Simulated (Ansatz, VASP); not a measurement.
**One calculation of TlBi, two programs**

```
Tl Bi
1.0
     3.99171    0.00000    0.00000
     0.00000    3.99171    0.00000
     0.00000    0.00000    3.99171
Tl Bi
1 1
Direct
  0.00000 0.00000 0.00000
  0.50000 0.50000 0.50000
```

The cell comes from a database or a generator and needn't be the stable form of this composition.

Alike in both runs: task single point; functional LDA; k mesh 4 × 4 × 4; occupations gaussian, width 0.1 eV; no spin polarisation.

|  | VASP | Ansatz |
| --- | --- | --- |
| version | VASP 6.6.1 | Ansatz 0.2.0 |
| potentials or method | VASP PAW LDA potentials, release 64 (Tl_d, Bi_d) | scalar-relativistic, plane waves, PAW |
| plane-wave cutoff (eV) | 520 | 420 |
| valence electrons in the cell | 28 | 28 |

```csv
,VASP,Ansatz,Ansatz less VASP
gap on the k mesh at the Fermi level (eV),none,none,-
pressure (GPa),-4.8,-4.8,0.00
```

A gap of «none» marks a metal or a gap that the smearing closes.

Caveats: the k mesh is coarse (spacing up to 0.39 Å⁻¹), so the values aren't converged; spin-orbit coupling is left out, which moves the levels of the heavy elements.
